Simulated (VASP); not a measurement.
Computed with RPBE GGA, VASP's PBE PAW potentials (set 64) (plane waves; VASP 6.6.1).

VASP ran on this input.

POSCAR:
```
In
1.0
 -1.7014720978   1.7014720978   2.6231715564
  1.7014720978  -1.7014720978   2.6231715564
  1.7014720978   1.7014720978  -2.6231715564
In
1
Direct
  0.0000000000   0.0000000000   0.0000000000
```

KPOINTS:
```
Automatic
0
Gamma
15 15 15
```

**INCAR**
```
! general
SYSTEM  = In
PREC    = Accurate
ENCUT   = 520
LREAL   = .FALSE.   ! projection in real space or not
LASPH   = .TRUE.   ! aspherical one-centre terms

! electronic loop
EDIFF   = 1E-7
NELM    = 100
ALGO    = Normal   ! blocked Davidson
LMAXMIX = 4   ! l cut-off of mixed one-centre charges

! smearing
ISMEAR  = 1
SIGMA   = 0.1

! functional
GGA     = RP

! ions
IBRION  = 2
NSW     = 30
ISIF    = 4
EDIFFG  = -0.01   ! ionic stop

! output
LWAVE   = .FALSE.
LCHARG  = .FALSE.
```

POTCAR, in this order: In_d (PBE.64 set). Program: vasp_std.

Output

File OSZICAR:
```
       N       E                     dE             d eps       ncg     rms          rms(c)
DAV:   1     0.699743452692E+02    0.69974E+02   -0.64838E+03  5780   0.155E+03
DAV:   2     0.660378867584E+00   -0.69314E+02   -0.68401E+02  5854   0.280E+02
DAV:   3    -0.213098929480E+01   -0.27914E+01   -0.27789E+01  6682   0.645E+01
DAV:   4    -0.219591210401E+01   -0.64923E-01   -0.64907E-01  7286   0.104E+01
DAV:   5    -0.219878259108E+01   -0.28705E-02   -0.28704E-02  7014   0.174E+00    0.160E+00
DAV:   6    -0.218986849508E+01    0.89141E-02   -0.22904E-02  6806   0.310E+00    0.852E-01
DAV:   7    -0.218910169316E+01    0.76680E-03   -0.10164E-02  6724   0.191E+00    0.185E-01
DAV:   8    -0.218927974199E+01   -0.17805E-03   -0.97048E-04  6528   0.557E-01    0.254E-02
DAV:   9    -0.218929411980E+01   -0.14378E-04   -0.31232E-05  6706   0.798E-02    0.145E-02
DAV:  10    -0.218929595161E+01   -0.18318E-05   -0.25772E-06  6270   0.186E-02    0.611E-03
DAV:  11    -0.218929600341E+01   -0.51804E-07   -0.51255E-07  6234   0.757E-03
   1 F= -.21892960E+01 E0= -.21893414E+01  d E =-.218930E+01
       N       E                     dE             d eps       ncg     rms          rms(c)
DAV:   1    -0.218933780256E+01   -0.41851E-04   -0.13026E-03  6546   0.394E-01    0.318E-02
DAV:   2    -0.218931761656E+01    0.20186E-04   -0.30804E-05  8400   0.120E-01    0.210E-02
DAV:   3    -0.218930471184E+01    0.12905E-04   -0.14563E-05  7552   0.124E-01    0.549E-03
DAV:   4    -0.218930484050E+01   -0.12867E-06   -0.18814E-06  6276   0.163E-02    0.581E-03
DAV:   5    -0.218930482367E+01    0.16830E-07   -0.41489E-08  3134   0.344E-03
   2 F= -.21893048E+01 E0= -.21893559E+01  d E =-.882026E-05
       N       E                     dE             d eps       ncg     rms          rms(c)
DAV:   1    -0.218962831304E+01   -0.32347E-03   -0.11725E-02  6516   0.118E+00    0.954E-02
DAV:   2    -0.218944624366E+01    0.18207E-03   -0.27725E-04  8336   0.356E-01    0.631E-02
DAV:   3    -0.218932897370E+01    0.11727E-03   -0.13199E-04  7494   0.371E-01    0.164E-02
DAV:   4    -0.218933028410E+01   -0.13104E-05   -0.17048E-05  6232   0.491E-02    0.176E-02
DAV:   5    -0.218933023273E+01    0.51370E-07   -0.54629E-07  7272   0.101E-02
   3 F= -.21893302E+01 E0= -.21893984E+01  d E =-.342293E-04
```

**OUTCAR**
```
------------------------ aborting loop because EDIFF is reached ----------------------------------------
  FORCE on cell =-STRESS in cart. coord.  units (eV):
  Direction    XX          YY          ZZ          XY          YZ          ZX
  --------------------------------------------------------------------------------------
  Total       -0.2845756     -0.2845756     -0.2739188      0.0000000     -0.0000000      0.0000000
  in kB      -15.0096983    -15.0096983    -14.4476129      0.0000000     -0.0000000      0.0000000
  external PRESSURE =     -14.8223365 kB  Pullay stress =       0.0000000 kB
  volume of cell :       30.38
      direct lattice vectors                 reciprocal lattice vectors
    -1.699657683  1.699657683  2.628775109     0.000000000  0.294176883  0.190202653
     1.699657683 -1.699657683  2.628775109     0.294176883  0.000000000  0.190202653
     1.699657683  1.699657683 -2.628775109     0.294176883  0.294176883  0.000000000
 POSITION                                       TOTAL-FORCE (eV/Angst)
 -----------------------------------------------------------------------------------
      0.00000     -0.00000      0.00000         0.000000      0.000000     -0.000000
 -----------------------------------------------------------------------------------
    total drift:                                0.000000      0.000000     -0.000000
  FREE ENERGIE OF THE ION-ELECTRON SYSTEM (eV)
  ---------------------------------------------------
  free  energy   TOTEN  =        -2.1893302327 eV

  energy  without entropy=       -2.1895346269  energy(sigma->0) =       -2.18939836

 reached required accuracy - stopping structural energy minimisation
```
(Selected blocks of OUTCAR.)

File CONTCAR:
```
In
   1.00000000000000
    -1.6996576834352679    1.6996576834352677    2.6287751089683664
     1.6996576834352679   -1.6996576834352681    2.6287751089683664
     1.6996576834352679    1.6996576834352681   -2.6287751089683664
  In
     1
Direct
     0.0000000000000000    0.0000000000000000    0.0000000000000000
```

The compound is In in the bct structure. This cell is one point of a volume scan, at 1.06 of the reference volume. Symmetry was kept, so distortions that lower it aren't found.
